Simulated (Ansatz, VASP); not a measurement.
# Ir3Pd2: VASP beside Ansatz, part 2 of 2

One calculation is typed for both programs; each brings its own data sets and cutoff. How far apart do they land? The structure shown is the end of the VASP relaxation below.

VASP 6.6.1 and Ansatz 0.2.0.

So far: The starting structure; VASP: relaxation, PBE.

## Step 3: Ansatz: single point, PBE

Level of this step: Ansatz beside VASP: Kohn-Sham DFT, plane waves, PBE (Ansatz).

Ansatz runs on its default PAW (the set named soft_2) files.

The same cell, functional, mesh and smearing now go to Ansatz, which takes its cutoff from its data sets.

Input file input.yaml:

```yaml
crystal:
  lattice:
    - [5.47300649, 0.0, 0.0]
    - [2.73650324, 4.73976265, 0.0]
    - [0.0, 0.0, 22.93738217]
  atoms:
    - { symbol: Ir, position: [0.0, 0.0, 0.69488939] }
    - { symbol: Ir, position: [0.5, 0.0, 0.69488939] }
    - { symbol: Ir, position: [0.0, 0.5, 0.69488939] }
    - { symbol: Ir, position: [0.5, 0.5, 0.69488939] }
    - { symbol: Ir, position: [0.16666667, 0.16666667, 0.5] }
    - { symbol: Ir, position: [0.66666667, 0.16666667, 0.5] }
    - { symbol: Ir, position: [0.16666667, 0.66666667, 0.5] }
    - { symbol: Ir, position: [0.66666667, 0.66666667, 0.5] }
    - { symbol: Ir, position: [0.83333333, 0.33333333, 0.30511061] }
    - { symbol: Ir, position: [0.33333333, 0.33333333, 0.30511061] }
    - { symbol: Ir, position: [0.83333333, 0.83333333, 0.30511061] }
    - { symbol: Ir, position: [0.33333333, 0.83333333, 0.30511061] }
    - { symbol: Pd, position: [0.83333333, 0.33333333, 0.59755409] }
    - { symbol: Pd, position: [0.33333333, 0.33333333, 0.59755409] }
    - { symbol: Pd, position: [0.83333333, 0.83333333, 0.59755409] }
    - { symbol: Pd, position: [0.33333333, 0.83333333, 0.59755409] }
    - { symbol: Pd, position: [0.0, 0.0, 0.40244591] }
    - { symbol: Pd, position: [0.5, 0.0, 0.40244591] }
    - { symbol: Pd, position: [0.0, 0.5, 0.40244591] }
    - { symbol: Pd, position: [0.5, 0.5, 0.40244591] }
hamiltonian:
  xc: pbe
  pseudopotentials: { kind: paw }
kpoints:
  mp_grid: { grid: [4, 4, 1] }
scf:
  occupations: { method: gaussian, width: 0.1 }
  n_extra_bands: 9
output:
  forces: true
  eigenvalues: true
  write_density: true
  write_potential: true
  elf: true
  volumetric_format: npy
```

Command:

```bash
ansatz run input.yaml --threads 8 --pin off --max-ram 18432MiB --backend cpu --events-out ev --progress --plain --runs-dir out
```

Numbers of over 12 decimals in the logs are rounded to 6 here.

What it wrote:

```text
scf.n_extra_bands = 9 over 174 filled bands (N_el = 348.0): the run solves 183 bands
Engine: ansatz 0.2.0, aarch64-unknown-linux-gnu
Pseudopotentials: kind: paw
Pseudopotential: Ir, paw, valence charge 17, recommended cutoff 420 eV (normal), Ir.paw.azcp
Pseudopotential: Pd, paw, valence charge 18, recommended cutoff 420 eV (normal), Pd.paw.azcp
Functional definition: PBE
  parameter kappa = 0.804
  parameter beta = 0.066725
  exchange = pbe_x(kappa = kappa, mu = beta*pi^2/3)
  correlation = pbe_c(beta = beta)
Crystal: 20 atoms, lattice volume = 595.013 Å³
Basis set: ecut = 420 eV, 11591 PW (Γ), exchange–correlation on 80×80×320 points (8 copies of the dense FFT grid, shifted against one another)
Bands: 183, of which v1, the nominal top of the filled ones, is band 174 counted from 1 (173 counted from 0)
Symmetry: 48 space group operations
Space group: P-3m1 (ITA 164), of the structure as read, at distance tolerance 8.4e-5 Å
k-points: 4 of 16
Non-local potential: Ir, projectors of the file, l = 0: 3, l = 1: 2, l = 2: 2, l = 3: 1
Non-local potential: Pd, projectors of the file, l = 0: 2, l = 1: 2, l = 2: 2, l = 3: 1
PAW form: soft (Blöchl's): semilocal exchange-correlation on the pseudo side does not see the compensation charge
PAW one-centre angular grid: Ir, 590 points (default); XC on 64 Gauss nodes
PAW one-centre angular grid: Pd, 590 points (default); XC on 64 Gauss nodes
Initial density: superposition of atomic densities (neutral atoms: chi_scale 0, normalization atom), corrected by the library's trained network
Initial wavefunctions: pseudopotential atomic-orbital guess
Functional: x = pbe(κ = 0.804, μ = 0.219515), c = pbe(β = 0.066725)
SCF iter   1: F=—  HF=-198997.421465 eV  |F-HF|=—  |Δ(HF+E_count)|=         —  Δρ=1.44e-2  dr2=1.25e1  ethr=1.77e-3  ⟨swp⟩=7.0  Hψ=2973  notcnv=0
preconditioner: auto → LDOS  [metal: Δε(μ)=0.046 eV  Ē_g=3.515 eV  σ=0.100 eV  W_gap=0.25  n_scr=150 (ndim 8)  ℏωp=20.9 eV  f_vac=0.461  D(μ)=24.71/eV (n_scr^D=218)  β→1.0]
SCF iter   2: F=—  HF=-198997.288744 eV  |F-HF|=—  |Δ(HF+E_count)|=   1.33e-1  Δρ=7.20e-3  dr2=2.64e0  ethr=1.77e-3  ⟨swp⟩=1.5  Hψ=931  notcnv=0  defer=2
SCF iter   3: F=—  HF=-198997.225804 eV  |F-HF|=—  |Δ(HF+E_count)|=   6.29e-2  Δρ=2.09e-3  dr2=6.39e-2  ethr=7.59e-4  ⟨swp⟩=1.8  Hψ=746  notcnv=0  defer=3
SCF iter   4: F=—  HF=-198997.221695 eV  |F-HF|=—  |Δ(HF+E_count)|=   4.11e-3  Δρ=9.84e-4  dr2=1.91e-2  ethr=1.84e-5  ⟨swp⟩=2.0  Hψ=1099  notcnv=0  defer=3
SCF iter   5: F=—  HF=-198997.221107 eV  |F-HF|=—  |Δ(HF+E_count)|=   5.87e-4  Δρ=1.76e-4  dr2=4.96e-4  ethr=5.50e-6  ⟨swp⟩=2.0  Hψ=1005  notcnv=0  defer=3
SCF iter   6: F=—  HF=-198997.221268 eV  |F-HF|=—  |Δ(HF+E_count)|=   1.61e-4  Δρ=7.05e-5  dr2=3.78e-5  ethr=1.43e-7  ⟨swp⟩=3.0  Hψ=1423  notcnv=0  defer=3
SCF iter   7: F=—  HF=-198997.221674 eV  |F-HF|=—  |Δ(HF+E_count)|=   4.05e-4  Δρ=1.38e-5  dr2=1.48e-6  ethr=1.09e-8  ⟨swp⟩=2.5  Hψ=1219  notcnv=0  defer=3
SCF iter   8: F=—  HF=-198997.221679 eV  |F-HF|=—  |Δ(HF+E_count)|=   5.40e-6  Δρ=4.14e-6  dr2=1.94e-7  ethr=4.25e-10  ⟨swp⟩=3.2  Hψ=1565  notcnv=0  defer=3
SCF iter   9: F=-198997.221680 eV  HF=-198997.221680 eV  |F-HF|=2.12e-8  |Δ(HF+E_count)|=   3.35e-7  Δρ=1.41e-6  dr2=2.08e-8  ethr=2.87e-11  ⟨swp⟩=12.5  Hψ=5932  notcnv=0
the search or the solves at the SCF's close seem to have found levels that the self-consistency loop had missed (the run counts 1). By its estimate they hold under 1e-12 electrons; where the run keeps them, the occupations were computed again with them
SCF 1 converged in 9 iterations: F = -198997.221680 eV  dr2 = 2.08e-8
  greatest PAW one-centre occupation: 1.000 electrons in one spin orbital (limit 2), on the Ir atom at site 7 (counted from 0), in its partial waves of l = 0
WARN: The output density's exchange-correlation potential varies sharply where the density is thin. Do not read a vacuum level from v_tot or v_xc, or from such a field of the output density. On a cell that repeats whose density bears no net charge and no dipole along the vacuum's axis use v_es (v_loc + v_h of the components); under efield.dipole_correction with no amplitude use v_es + v_field, which holds any externa [...]
SCF converged after 9 iterations
Free energy (F): -198997.221680 eV
Harris-Foulkes:  -198997.221680 eV  (|F-HF|=2.12e-8)
Internal energy: -198997.069824 eV  (E = F + TS)
E sigma→0 (E₀):  -198997.145752 eV
Entropy (-TS):   -0.151856 eV (-7.593 meV/atom)
Fermi energy:    8.367731 eV
--- Per-component energies (eV) ---
  E_band       = -7204.313758
  E_kinetic    = 11548.708015
  E_local      = -466967.755714  (includes V_loc(G=0)·N_el)
  E_nonlocal   = 2613.452042
  E_hartree    = 228142.437937
  E_xc         = -4548.196262
  E_vxc        = -5271.204964  (∫ρ·V_xc dr)
  E_paw        = -140679.156483  (= ΣΔE_a)
  E_vpaw       = -5412.422032  (= ΣTr[D̂ρ^β])
  E_aug_tail   = 0.002468  (compensation charges beyond the density's cutoff)
  E_ewald      = 170893.438173
  E_smearing   = -0.151856  (= −TS)
  E_closure    = -0.000000  (closes the sum)
  Σ components = -198997.221680   (vs F -198997.221680, Δ=0.00e0)
--- Forces (eV/Å), atoms counted from 1 ---
  atom   1  Ir     0.00000000    -0.00000000     0.05965833
  atom   2  Ir     0.00000000    -0.00000000     0.05965833
  atom   3  Ir    -0.00000000    -0.00000000     0.05965833
  atom   4  Ir    -0.00000000    -0.00000000     0.05965833
  atom   5  Ir     0.00000000     0.00000000    -0.00000000
  atom   6  Ir     0.00000000    -0.00000000    -0.00000000
  atom   7  Ir     0.00000000    -0.00000000     0.00000000
  atom   8  Ir     0.00000000     0.00000000    -0.00000000
  atom   9  Ir     0.00000000     0.00000000    -0.05965833
  atom  10  Ir    -0.00000000     0.00000000    -0.05965833
  atom  11  Ir     0.00000000     0.00000000    -0.05965833
  atom  12  Ir     0.00000000     0.00000000    -0.05965833
  atom  13  Pd    -0.00000000    -0.00000000     0.04475337
  atom  14  Pd     0.00000000     0.00000000     0.04475337
  atom  15  Pd    -0.00000000    -0.00000000     0.04475337
  atom  16  Pd     0.00000000    -0.00000000     0.04475337
  atom  17  Pd     0.00000000    -0.00000000    -0.04475337
  atom  18  Pd    -0.00000000    -0.00000000    -0.04475337
  atom  19  Pd     0.00000000     0.00000000    -0.04475337
  atom  20  Pd    -0.00000000     0.00000000    -0.04475337
  max |Σ_I F_I| component: 9.71e-17 eV/Å
--- Band table (eV) ---
  k-point 0: bands = [... 170 lower, 8.7132, 8.8723, 8.8723, 8.8723, 8.8925, 8.8925, 8.9452, 9.3896, ... 5 higher]
  k-point 1: bands = [... 170 lower, 8.2316, 8.2773, 8.4553, 8.5267, 8.5267, 8.6370, 8.6488, 8.7028, ... 5 higher]
  k-point 2: bands = [... 170 lower, 7.9207, 7.9207, 7.9817, 7.9817, 8.0337, 8.0337, 8.3522, 8.3522, ... 5 higher]
  k-point 3: bands = [... 170 lower, 8.0294, 8.0510, 8.0510, 8.2831, 8.3549, 8.3619, 8.3891, 8.3891, ... 5 higher]
```

Elapsed: 6.5 s, on 8 threads of Arm Neoverse V2, shared host; peak memory 2.1 GiB.

## Step 4: Side by side

Known differences besides the potentials themselves: the data sets hold 348 valence electrons in Ansatz (default PAW (the set named soft_2) files) and 188 in VASP; the cutoff is 420 eV in Ansatz and 330 eV in VASP (PREC = Normal, projectors in real space). Total energies have different zeros and are not compared.

Forces on 7 of the 20 atoms, those with the largest forces and the largest differences (eV/Å; atoms numbered as in POSCAR):

| atom | Ansatz x, y, z | VASP x, y, z |
| --- | --- | --- |
| Ir1 | 0.000, 0.000, 0.060 | 0.000, 0.000, 0.049 |
| Ir3 | 0.000, 0.000, 0.060 | 0.000, 0.000, 0.049 |
| Ir4 | 0.000, 0.000, 0.060 | 0.000, 0.000, 0.049 |
| Ir9 | 0.000, 0.000, -0.060 | 0.000, 0.000, -0.049 |
| Ir10 | 0.000, 0.000, -0.060 | 0.000, 0.000, -0.049 |
| Ir11 | 0.000, 0.000, -0.060 | 0.000, 0.000, -0.049 |
| Ir12 | 0.000, 0.000, -0.060 | 0.000, 0.000, -0.049 |

The forces differ by 4.8 meV/Å r.m.s., which is 21.6 % of the r.m.s. force of 0.02 eV/Å (both taken over all components, held atoms included). VASP's last cycles still show a density residual of 3e-03, so its state may not be settled.

## Step 5: Summary of results

```json
{
 "r.m.s. force difference (single point, PBE)": "4.8 meV/Å"
}
```

In words: The r.m.s. force difference is 4.8 meV/Å (single point, PBE), within the 12 meV/Å picked in this series as the mark of a large difference. How closely two codes agree says nothing of how well the functional describes the real material.

[Lines on the potential files, build, host, timing and source positions are cut from VASP's logs without a mark.]

[Logs are printed without paths, hosts, clocks, repeated set-up lines and the standing remarks that a program may print on its own settings, such as how far it seeks lower states.]

[Hosts, paths, dates, database ids (printed as entryN), source tags and the programs' standing remarks are cut or masked in the printed files.]
